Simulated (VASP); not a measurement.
# CsP2 (P-4m2) in VASP: further runs

Runs on CsP2. Level: PBE. Tasks: relaxation of cell and atoms, single point.

All numbers are computed with VASP 6.6.1; they aren't measurements. Logs are shortened: lines on timing, memory, paths and dates and some standing lists are left out, and cuts for length are marked.

## 1. The cell of the first run

It takes space group P-4m2 (No. 115, tetragonal). Conventional cell: a = 5.046 Å, b = 5.046 Å, c = 7.137 Å, α = 90.00°, β = 90.00°, γ = 90.00°. Around Cs (site symmetry -4m2) lie 4 P at 3.09 Å. P (site symmetry 2mm) has 2 Cs at 3.09 Å as nearest neighbours.

The cell was built by a generator and needn't be a form met in nature.

## 2. Relaxation of cell and atoms, PBE (ordered vacancies on the cation sites of zinc blende (P-4m2, No. 115))

The input, INCAR:

```
PREC = Accurate
ENCUT = 600
EDIFF = 1E-7
ISMEAR = 0
SIGMA = 0.1
LREAL = False
LASPH = True
NELM = 100
ALGO = Fast
ISIF = 3
LWAVE = False
LCHARG = False
GGA = PE
IBRION = 2
NSW = 90
EDIFFG = -0.04
```

The input, KPOINTS:

```
Automatic mesh
0
Gamma
  4 4 4
```

The input, POSCAR:

```
CsP2
1.0
    5.0463248600      0.0000000000      0.0000000000
    0.0000000000      5.0463248600      0.0000000000
    0.0000000000      0.0000000000      7.1365810600
Cs P
1 2
Direct
    0.0000000000      0.0000000000      0.0000000000
    0.5000000000      0.0000000000      0.2500000000
    0.0000000000      0.5000000000      0.7500000000
```

Potentials or basis: VASP PAW PBE potentials, release 64 (Cs_sv, P).

Launch:

```bash
$ cat potpaw_PBE.64/Cs_sv/POTCAR potpaw_PBE.64/P/POTCAR > POTCAR
$ mpirun -np 1 vasp_std > vasp.out
```

OUTCAR:

```text
PREC = Accurate
   ENCUT = 600
   EDIFF = 1E-7
   ISMEAR = 0
   LREAL = False
   LASPH = True
   NELM = 100
   ISIF = 3
   GGA = PE
   IBRION = 2
   NSW = 90
   EDIFFG = -0.04

 ion  position               nearest neighbor table
   1  0.000  0.000  0.000-
   2  0.500  0.000  0.250-
   3  0.000  0.500  0.750-

  LATTYP: Found a simple tetragonal cell.
 ALAT       =     5.0463248600
 C/A-ratio  =     1.4142135629

  Lattice vectors:

 A1 = (   5.0463248600,   0.0000000000,   0.0000000000)
 A2 = (   0.0000000000,   5.0463248600,   0.0000000000)
 A3 = (   0.0000000000,   0.0000000000,   7.1365810600)

Analysis of symmetry for initial positions (statically):
=====================================================================
 Subroutine PRICEL returns:
 Original cell was already a primitive cell.

 Routine SETGRP: Setting up the symmetry group for a
 simple tetragonal supercell.

 Subroutine GETGRP returns: Found  8 space group operations
 (whereof  8 operations were pure point group operations)
 out of a pool of 16 trial point group operations.

The static configuration has the point symmetry D_2d.

Analysis of symmetry for dynamics (positions and initial velocities):
=====================================================================
 Subroutine PRICEL returns:
 Original cell was already a primitive cell.

 Routine SETGRP: Setting up the symmetry group for a
 simple tetragonal supercell.

 Subroutine GETGRP returns: Found  8 space group operations
 (whereof  8 operations were pure point group operations)
 out of a pool of 16 trial point group operations.

The dynamic configuration has the point symmetry D_2d.

 Subroutine INISYM returns: Found  8 space group operations
 (whereof  8 operations are pure point group operations),
 and found     1 'primitive' translations

----------------------------------------------------------------------------------------

                                     Primitive cell

  volume of cell :     181.7359

  direct lattice vectors                    reciprocal lattice vectors
     5.046324860  0.000000000  0.000000000     0.198164016  0.000000000  0.000000000
     0.000000000  5.046324860  0.000000000     0.000000000  0.198164016  0.000000000
     0.000000000  0.000000000  7.136581060     0.000000000  0.000000000  0.140123119

  length of vectors
     5.046324860  5.046324860  7.136581060     0.198164016  0.198164016  0.140123119

  position of ions in fractional coordinates (direct lattice)
     0.000000000  0.000000000  0.000000000
     0.500000000  0.000000000  0.250000000
     0.000000000  0.500000000  0.750000000

  ion indices of the primitive-cell ions
   primitive index   ion index
                 1           1
                 2           2
                 3           3

----------------------------------------------------------------------------------------

 KPOINTS: Automatic mesh

Automatic generation of k-mesh.
 Grid dimensions read from file:
 generate k-points for:    4    4    4

 Generating k-lattice:

  Cartesian coordinates                     Fractional coordinates (reciprocal lattice)
     0.049541004  0.000000000  0.000000000     0.250000000  0.000000000  0.000000000
     0.000000000  0.049541004  0.000000000     0.000000000  0.250000000  0.000000000
     0.000000000  0.000000000  0.035030780     0.000000000  0.000000000  0.250000000

  Length of vectors
     0.049541004  0.049541004  0.035030780

  Shift w.r.t. Gamma in fractional coordinates (k-lattice)
     0.000000000  0.000000000  0.000000000

 Subroutine IBZKPT returns following result:
 ===========================================

 Found     18 irreducible k-points:

 Following reciprocal coordinates:
            Coordinates               Weight
  0.000000  0.000000  0.000000      1.000000
  0.250000  0.000000  0.000000      4.000000
  0.500000  0.000000  0.000000      2.000000
  0.250000  0.250000  0.000000      4.000000
  0.500000  0.250000  0.000000      4.000000
  0.500000  0.500000  0.000000      1.000000
[... 10 lines left out ...]
  0.500000  0.250000  0.500000      4.000000
  0.500000  0.500000  0.500000      1.000000
   k-points           NKPTS =     18   k-points in BZ     NKDIM =     18   number of bands    NBANDS=     13
   number of dos      NEDOS =    301   number of ions     NIONS =      3
   total plane-waves  NPLWV =  96000
   dimension x,y,z NGX =    40 NGY =   40 NGZ =   60
   dimension x,y,z NGXF=    80 NGYF=   80 NGZF=  120
   ions per type =               1   2
   NGX,Y,Z   is equivalent  to a cutoff of  13.18, 13.18, 13.98 a.u.
   NGXF,Y,Z  is equivalent  to a cutoff of  26.36, 26.36, 27.95 a.u.
 SYSTEM =  unknown system
   PREC   = accura    normal or accurate (medium, high low for compatibility)
   ISTART =      0    job   : 0-new  1-cont  2-samecut
   ICHARG =      2    charge: 1-file 2-atom 10-const
   ISPIN  =      1    spin polarized calculation?
   LNONCOLLINEAR =      F non collinear calculations
   LSORBIT =      F    spin-orbit coupling
   LASPH  =      T    aspherical Exc in radial PAW
   ENCUT  =  600.0 eV  44.10 Ry    6.64 a.u.  10.08 10.08 14.25*2*pi/ulx,y,z
   NELM   =    100;   NELMIN=  2; NELMDL= -5     # of ELM steps
   EDIFF  = 0.1E-06   stopping-criterion for ELM
   LREAL  =      F    real-space projection
   EDIFFG = -.4E-01   stopping-criterion for IOM
   NSW    =     90    number of steps for IOM
   IBRION =      2    ionic relax: 0-MD 1-quasi-New 2-CG
   NFREE  =      1    steps in history (QN), initial steepest desc. (CG)
   ISIF   =      3    stress and relaxation
   ISYM   =      2    0-nonsym 1-usesym 2-fastsym
   POTIM  = 0.5000    time-step for ionic-motion
   TEBEG  =    0.0;   TEEND  =   0.0 temperature during run
   PSTRESS=    0.0 pullay stress
   NELECT =      19.0000    total number of electrons
   NUPDOWN=      -1.0000    fix difference up-down
   EMIN   =  10.00;   EMAX   =-10.00  energy-range for DOS
   EFERMI =   0.00;   METHOD = LEGACY
   ISMEAR =     0;   SIGMA  =   0.10  broadening in eV -4-tet -1-fermi 0-gaus
   EFERMI_NEDOS =   21; number of points for ismear=-14 and -15
   IALGO  =     68    algorithm
   IMIX   =      4    mixing-type and parameters
     AMIX     =   0.40;   BMIX     =  1.00
     AMIX_MAG =   1.60;   BMIX_MAG =  1.00
  volume/ion in A,a.u.               =      60.58       408.80
  Fermi-wavevector in a.u.,A,eV,Ry     =   0.771222  1.457397  8.092510  0.594783
  Thomas-Fermi vector in A             =   1.872593
   LORBIT       =      0    0 simple, 1 ext, 2 COOP (PROOUT), +10 PAW based schemes
   GGA     = PE    functional components
   LHFCALC =     F    Hartree Fock is set to
   AEXX    =    0.0000 exact exchange contribution
   IVDW    =     0    specifies the selected vdW correction
   LEPSILON=     F    determine dielectric tensor
   LRPA    =     F    only Hartree local field effects (RPA)
 conjugate gradient relaxation of ions
 non-spin polarized calculation
 RMM-DIIS sequential band-by-band and
 Gauss-broadening in eV      SIGMA  =   0.10
  energy-cutoff  :      600.00
  volume of cell :      181.74
 maximum number of plane-waves:      6104
   NGX = 21   NGY = 21   NGZ = 29

--------------------------------------- Ionic step        1  -------------------------------------------

 number of electron      18.9999997 magnetization

 Free energy of the ion-electron system (eV)
  ---------------------------------------------------
  ext. energy  EPLUGINS =         0.00000000
  ---------------------------------------------------
  free energy    TOTEN  =        -4.73053493 eV

  energy without entropy =       -4.65182397  energy(sigma->0) =       -4.69117945

------------------------ aborting loop because EDIFF is reached ----------------------------------------

  FORCE on cell =-STRESS in cart. coord.  units (eV):
  Direction    XX          YY          ZZ          XY          YZ          ZX
  --------------------------------------------------------------------------------------
  -------------------------------------------------------------------------------------
  Total        0.5725166      0.5725166      0.0009361      0.0000000      0.0000000      0.0000000
  in kB        5.0472876      5.0472876      0.0082524      0.0000000      0.0000000      0.0000000
  external PRESSURE =       3.3676092 kB  Pullay stress =       0.0000000 kB
[... 92 lines left out ...]
  FREE ENERGIE OF THE ION-ELECTRON SYSTEM (eV)
  ---------------------------------------------------
  free  energy   TOTEN  =        -4.8665487967 eV

  energy  without entropy=       -4.7815700158  energy(sigma->0) =       -4.82405941

 E-fermi :  -0.3514     XC(G=0):  -7.0582

 val. band max:       -0.3529653400   @ k =   0.5000   0.5000   0.2500
 cond. band min:      -0.3449661141   @ k =   0.2500   0.2500   0.5000
 fundamental gap:      0.0079992259
 Fermi energy:        -0.3514333565

 k-point     1 :       0.0000    0.0000    0.0000
  band No.  band energies     occupation
      1     -20.9385      2.00000
      2      -9.1753      2.00000
      3      -8.8328      2.00000
      4      -7.9517      2.00000
      5      -7.9517      2.00000
      6      -7.2850      2.00000
      7      -0.7912      2.00000
      8      -0.7912      2.00000
      9       0.2247      0.00000
     10       0.2247      0.00000
     11       0.6411      0.00000
     12       0.7539      0.00000
     13       3.4079      0.00000
[... 257 lines left out ...]
 k-point    18 :       0.5000    0.5000    0.5000
  band No.  band energies     occupation
      1     -20.8107      2.00000
      2      -8.7259      2.00000
      3      -8.7259      2.00000
      4      -8.5904      2.00000
      5      -7.7198      2.00000
      6      -7.7198      2.00000
      7      -0.9704      2.00000
      8      -0.9608      2.00000
      9      -0.9608      2.00000
     10      -0.4702      1.90688
     11       0.2126      0.00000
     12       0.6265      0.00000
     13       4.7527      0.00000

[... ionic steps 4 to 21 ...]

--------------------------------------- Ionic step       22  -------------------------------------------

 number of electron      19.0000000 magnetization

------------------------ aborting loop because EDIFF is reached ----------------------------------------

  FORCE on cell =-STRESS in cart. coord.  units (eV):
  Direction    XX          YY          ZZ          XY          YZ          ZX
  --------------------------------------------------------------------------------------
  -------------------------------------------------------------------------------------
  Total        0.1225675      0.1225675      0.2871632      0.0000000     -0.0000000      0.0000000
  in kB        1.8817007      1.8817007      4.4086345      0.0000000     -0.0000000      0.0000000
  external PRESSURE =       2.7240119 kB  Pullay stress =       0.0000000 kB
[... 59 lines left out ...]
  energy  without entropy=       -6.9226828990  energy(sigma->0) =       -6.93765752

--------------------------------------- Ionic step       24  -------------------------------------------

 number of electron      19.0000000 magnetization

 Free energy of the ion-electron system (eV)
  ---------------------------------------------------
  ext. energy  EPLUGINS =         0.00000000
  ---------------------------------------------------
  free energy    TOTEN  =        -6.95287427 eV

  energy without entropy =       -6.92298480  energy(sigma->0) =       -6.93792953

 E-fermi :   1.0682     XC(G=0):  -8.0739

 val. band max:        1.0564468160   @ k =   0.5000   0.5000   0.2500
 cond. band min:       1.0778621135   @ k =   0.5000   0.0000   0.2500
 fundamental gap:      0.0214152975
 Fermi energy:         1.0681891124

 k-point     1 :       0.0000    0.0000    0.0000
  band No.  band energies     occupation
      1     -19.7447      2.00000
      2      -8.1748      2.00000
      3      -7.7356      2.00000
      4      -7.0008      2.00000
      5      -7.0008      2.00000
      6      -5.2933      2.00000
      7       0.5842      2.00000
      8       0.5842      2.00000
      9       1.9962      0.00000
     10       1.9962      0.00000
     11       2.9088      0.00000
     12       3.0405      0.00000
     13       4.5598      0.00000
[... 300 lines left out ...]
  FREE ENERGIE OF THE ION-ELECTRON SYSTEM (eV)
  ---------------------------------------------------
  free  energy   TOTEN  =        -6.9528742660 eV

  energy  without entropy=       -6.9229848038  energy(sigma->0) =       -6.93792953

 reached required accuracy - stopping structural energy minimisation
```

It took 6.6 min on 1 thread of Intel Xeon 6975P-C (Granite Rapids), shared host; peak memory 0.35 GiB.

Results:

```yaml
Free_energy: -6.9529 eV
Relaxed_volume: 35.37 Å³/atom
Relaxed_cell: a = 5.531 Å, b = 5.531 Å, c = 3.469 Å, α = 90.00°, β = 90.00°, γ = 90.00°
Space_group_after_relaxing_to_0.05_Å: P4/mmm (No. 123)
Energy_gained_by_relaxing: 740.8 meV/atom
Ionic_steps: 24
Pressure_after_relaxing: 0.0 GPa
Largest_force_after_relaxing: 0.006 eV/Å
Band_gap_on_the_k_mesh: none (metal or under the smearing width)
```

Forces in eV/Å, atoms in the order of the input:
```
Cs   0.000  0.000  0.000
P    0.000  0.000  0.006
P    0.000  0.000 -0.006
```

Stress tensor (GPa, compression positive):
```
-0.10  0.00  0.00
 0.00 -0.10  0.00
 0.00  0.00  0.12
```

Step by step:
| step | energy change (eV) | largest force (eV/Å) | pressure (GPa) | volume (Å³) |
| --- | --- | --- | --- | --- |
| 1 | 0.0000 | 0.5608 | 0.34 | 181.74 |
| 2 | -0.0390 | 0.5503 | 0.18 | 185.10 |
| 3 | -0.1360 | 0.5269 | -0.21 | 195.38 |
| 4 | -0.2580 | 0.4823 | -0.79 | 216.77 |
| 5 | -0.2439 | 0.3367 | -1.38 | 262.90 |
| 6 | -0.2907 | 0.4385 | -1.09 | 232.90 |
| 7 | -0.3235 | 0.4613 | -1.15 | 232.37 |
| 8 | -0.4279 | 0.5218 | -1.34 | 230.70 |
| 9 | -0.6473 | 0.5828 | -1.69 | 226.92 |
| 10 | -0.9887 | 0.4336 | -2.15 | 217.56 |
| 11 | -1.2175 | 0.0117 | -2.29 | 191.25 |
| 12 | -1.5954 | 0.1368 | -2.38 | 162.17 |
| 13 | -1.5682 | 0.9582 | 4.66 | 91.79 |
| 14 | -1.9101 | 0.2166 | -2.13 | 137.84 |
| 15 | -1.9799 | 0.6854 | 0.74 | 104.68 |
| 16 | -2.0376 | 0.3843 | -1.49 | 122.56 |
| 17 | -2.0525 | 0.4678 | -1.05 | 117.24 |
| 18 | -2.0508 | 0.4470 | -1.17 | 118.50 |
| 19 | -2.1273 | 0.3594 | -0.92 | 114.44 |
| 20 | -2.2160 | 0.0055 | 0.55 | 102.79 |
| 21 | -2.2189 | 0.0694 | 0.22 | 104.70 |
| 22 | -2.2190 | 0.0566 | 0.27 | 104.36 |
| 23 | -2.2221 | 0.0108 | 0.05 | 105.64 |
| 24 | -2.2223 | 0.0059 | -0.03 | 106.11 |

Final structure:
```
CELL_PARAMETERS angstrom
5.53091 0.00000 0.00000
0.00000 5.53091 0.00000
0.00000 0.00000 3.46879
ATOMIC_POSITIONS crystal
Cs 0.00000 0.00000 0.00000
P 0.50000 0.00000 0.49929
P 0.00000 0.50000 0.50071
```

Caveat: the volume moved by over 15 % at a fixed basis, so the end points are rough.

## 3. Single point, PBE (ordered vacancies on the cation sites of zinc blende (P-4m2, No. 115))

The input, INCAR:

```
SYSTEM = CsP2
  PREC = Accurate
  ENCUT = 520
  EDIFF = 1E-6
  ISMEAR = 0
  SIGMA = 0.1
  LREAL = .FALSE.
  LASPH = .TRUE.
  NELM = 100
  ALGO = Normal
  ISIF = 2
  LWAVE = .FALSE.
  LCHARG = .FALSE.
  GGA = PE
  NBANDS = 16
```

The input, KPOINTS:

```
Automatic mesh
0
G
  4 4 4
  0 0 0
```

POSCAR is that of step 2.

Potentials or basis: VASP PAW PBE potentials, release 64 (Cs_sv, P).

Launch:

```bash
$ cat potpaw_PBE.64/Cs_sv/POTCAR potpaw_PBE.64/P/POTCAR > POTCAR
$ mpirun -np 1 vasp_std > vasp.out
```

Run time: 18 s. Hardware: 1 thread of Intel Xeon 6975P-C (Granite Rapids), shared host; peak memory 0.28 GiB.

The run converged. Its results:

```yaml
Free_energy: -4.7305 eV
Pressure: 0.3 GPa
Largest_force: 0.560 eV/Å
Band_gap_on_the_k_mesh: none (metal or under the smearing width)
```

Forces in eV/Å, atoms in the order of the input:
```
Cs   0.000  0.000  0.000
P    0.000  0.000  0.560
P    0.000  0.000 -0.560
```

Stress tensor (GPa, compression positive):
```
0.50 0.00 0.00
0.00 0.50 0.00
0.00 0.00 0.00
```

Levels at points of the mesh, in eV from the Fermi level:
```csv
k point,band 6,band 7,band 8,band 9,band 10,band 11,band 12,band 13
"(0.00, 0.00, 0.00)",-6.90,-0.69,-0.13,-0.11,-0.11,0.31,0.31,3.78
"(0.50, 0.00, 0.00)",-7.01,-0.45,-0.40,-0.10,0.02,0.13,0.29,5.11
"(0.50, 0.50, 0.00)",-6.98,-0.75,-0.61,0.02,0.24,0.24,0.48,4.71
"(0.00, 0.00, 0.50)",-6.92,-0.61,-0.34,-0.23,-0.23,0.44,0.44,4.75
"(0.50, 0.00, 0.50)",-7.02,-0.54,-0.36,0.00,0.02,0.14,0.24,5.35
"(0.50, 0.50, 0.50)",-6.99,-0.56,-0.34,-0.24,0.22,0.27,0.27,4.85
```

The run has no spin-orbit coupling, so splittings on Cs are missing.
